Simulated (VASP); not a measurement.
Method: RPBE GGA, VASP's PBE PAW potentials (set 64) (plane waves; VASP).

VASP input:

File KPOINTS:
```
K-points
0
gamma
12 12 12
0 0 0
```

### POSCAR
```
Pb
3.6731180
  0.0000000000   0.7071068588   0.7071068588
  0.7071068588   0.0000000000   0.7071068588
  0.7071068588   0.7071068588   0.0000000000
Pb
1
Direct
  0.0000000000   0.0000000000   0.0000000000
```

INCAR:
```
SYSTEM = Pb
PREC = Accurate; ENCUT = 520; LREAL = F
LASPH = T
EDIFF = 1E-7; NELM = 100; ALGO = Normal
LMAXMIX = 4
ISMEAR = 1; SIGMA = 0.1
GGA = RP
ISIF = 2
LWAVE = F; LCHARG = F
```

POTCAR, in this order: Pb_d (PBE.64 set). Program: vasp_std.

The run wrote:

File OUTCAR:
```
 ion  position               nearest neighbor table
   1  0.000  0.000  0.000-
  LATTYP: Found a face centered cubic cell.
 ALAT       =     5.1945738620
 Subroutine PRICEL returns:
 Original cell was already a primitive cell.
 Subroutine GETGRP returns: Found 48 space group operations
The static configuration has the point symmetry O_h .
The dynamic configuration has the point symmetry O_h .
 Subroutine INISYM returns: Found 48 space group operations
 Subroutine IBZKPT returns following result:
 Found     72 irreducible k-points:

 Following reciprocal coordinates:
            Coordinates               Weight
  0.000000  0.000000  0.000000      1.000000
  0.083333  0.000000  0.000000      8.000000
  0.166667  0.000000  0.000000      8.000000
  0.250000  0.000000  0.000000      8.000000
  0.333333  0.000000  0.000000      8.000000
  0.416667  0.000000  0.000000      8.000000
  0.500000  0.000000  0.000000      4.000000
  0.083333  0.083333  0.000000      6.000000
  0.166667  0.083333  0.000000     24.000000
  0.250000  0.083333  0.000000     24.000000
...
```

### OSZICAR
```
       N       E                     dE             d eps       ncg     rms          rms(c)
DAV:   1     0.102566519121E+03    0.10257E+03   -0.73587E+03  1587   0.143E+03
DAV:   2     0.161892980884E+01   -0.10095E+03   -0.99246E+02  1626   0.322E+02
DAV:   3    -0.304757955345E+01   -0.46665E+01   -0.46426E+01  1882   0.803E+01
DAV:   4    -0.316109819909E+01   -0.11352E+00   -0.11349E+00  1881   0.144E+01
DAV:   5    -0.316617824100E+01   -0.50800E-02   -0.50800E-02  1995   0.271E+00    0.393E-01
DAV:   6    -0.316348381786E+01    0.26944E-02   -0.98212E-03  2027   0.165E+00    0.229E-01
DAV:   7    -0.316376537412E+01   -0.28156E-03   -0.54983E-03  1890   0.120E+00    0.894E-02
DAV:   8    -0.316400824621E+01   -0.24287E-03   -0.65894E-04  1770   0.441E-01    0.138E-02
DAV:   9    -0.316400511228E+01    0.31339E-05   -0.13133E-05  1933   0.616E-02    0.783E-03
DAV:  10    -0.316400521959E+01   -0.10730E-06   -0.56495E-06  1674   0.318E-02    0.100E-03
DAV:  11    -0.316400513824E+01    0.81346E-07   -0.13566E-07  1244   0.690E-03
   1 F= -.31640051E+01 E0= -.31636250E+01  d E =-.114043E-02
```

**OUTCAR**
```
------------------------ aborting loop because EDIFF is reached ----------------------------------------
  FORCE on cell =-STRESS in cart. coord.  units (eV):
  Direction    XX          YY          ZZ          XY          YZ          ZX
  --------------------------------------------------------------------------------------
  Total       -0.3106679     -0.3106679     -0.3106679     -0.0000000     -0.0000000      0.0000000
  in kB      -14.2042151    -14.2042151    -14.2042151     -0.0000000     -0.0000000      0.0000000
  external PRESSURE =     -14.2042151 kB  Pullay stress =       0.0000000 kB
  volume of cell :       35.04
      direct lattice vectors                 reciprocal lattice vectors
     0.000000000  2.597286931  2.597286931    -0.192508573  0.192508573  0.192508573
     2.597286931  0.000000000  2.597286931     0.192508573 -0.192508573  0.192508573
     2.597286931  2.597286931  0.000000000     0.192508573  0.192508573 -0.192508573
 POSITION                                       TOTAL-FORCE (eV/Angst)
 -----------------------------------------------------------------------------------
      0.00000      0.00000      0.00000         0.000000      0.000000      0.000000
 -----------------------------------------------------------------------------------
    total drift:                               -0.000000      0.000000      0.000000
  FREE ENERGIE OF THE ION-ELECTRON SYSTEM (eV)
  ---------------------------------------------------
  free  energy   TOTEN  =        -3.1640051382 eV

  energy  without entropy=       -3.1628647035  energy(sigma->0) =       -3.16362499
```
(Selected blocks of OUTCAR.)

The compound is Pb in the fcc structure. This cell is one point of a volume scan, at 1.06 of the reference volume.
